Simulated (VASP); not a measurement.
The system is Mg2ZnTeS2.

```
Mg Zn Te S
1.0
     6.03500   -3.48500    0.00000
     6.03500    3.48500    0.00000
     0.00000    0.00000    6.57000
Mg Zn Te S
4 2 2 4
Direct
  0.51000 0.83000 0.00000
  0.17000 0.49000 0.00000
  0.83000 0.51000 0.50000
  0.49000 0.17000 0.50000
  0.83200 0.16800 0.99500
  0.16800 0.83200 0.49500
  0.14000 0.86000 0.87000
  0.86000 0.14000 0.37000
  0.84000 0.48000 0.89000
  0.52000 0.16000 0.89000
  0.48000 0.84000 0.39000
  0.16000 0.52000 0.39000
```

The cell was built by a generator and needn't be a form met in nature.

```yaml
Program: VASP 6.6.1
Task: relaxation of cell and atoms
Functional: PBE
Potentials_or_basis: VASP PAW PBE potentials, release 64 (Mg, Zn, Te, S)
Cutoff: 520 eV
k_mesh: 3 × 3 × 2
Occupations: gaussian, width 0.15 eV
Spin: no spin polarisation
```

At the start: pressure 8.0 GPa; volume 23.03 Å³/atom.

Problem. How do energy, volume and symmetry change on relaxing?

Solution. Over 8 steps the energy falls by 152.0 meV/atom and the volume is 25.29 Å³/atom (+9.8 %); space group Cmc2_1 (No. 36, to 0.05 Å).

The path:
| step | energy change (eV) | largest force (eV/Å) | pressure (GPa) | volume (Å³) |
| --- | --- | --- | --- | --- |
| 1 | 0.0000 | 2.7153 | 8.00 | 276.36 |
| 2 | -1.2435 | 0.6818 | -2.57 | 324.87 |
| 3 | -1.3466 | 0.7596 | -0.88 | 311.18 |
| 4 | -1.5740 | 0.5410 | -0.70 | 308.49 |
| 5 | -1.7817 | 0.3135 | 0.00 | 302.66 |
| 6 | -1.8178 | 0.1182 | 0.10 | 301.95 |
| 7 | -1.8183 | 0.0961 | 0.19 | 301.85 |
| 8 | -1.8241 | 0.0640 | -0.22 | 303.54 |

Final structure:
```
Mg Zn Te S
1.0
     6.18160   -3.61862    0.00000
     6.18160    3.61862    0.00000
     0.00000    0.00000    6.78486
Mg Zn Te S
4 2 2 4
Direct
  0.53102 0.82992 0.01528
  0.17008 0.46898 0.01528
  0.82992 0.53102 0.51528
  0.46898 0.17008 0.51528
  0.80451 0.19549 0.98157
  0.19549 0.80451 0.48157
  0.16151 0.83849 0.87161
  0.83849 0.16151 0.37161
  0.83433 0.49831 0.88063
  0.50169 0.16567 0.88063
  0.49831 0.83433 0.38063
  0.16567 0.50169 0.38063
```

Caveat: the k mesh is coarse (spacing up to 0.48 Å⁻¹), so the values aren't converged.
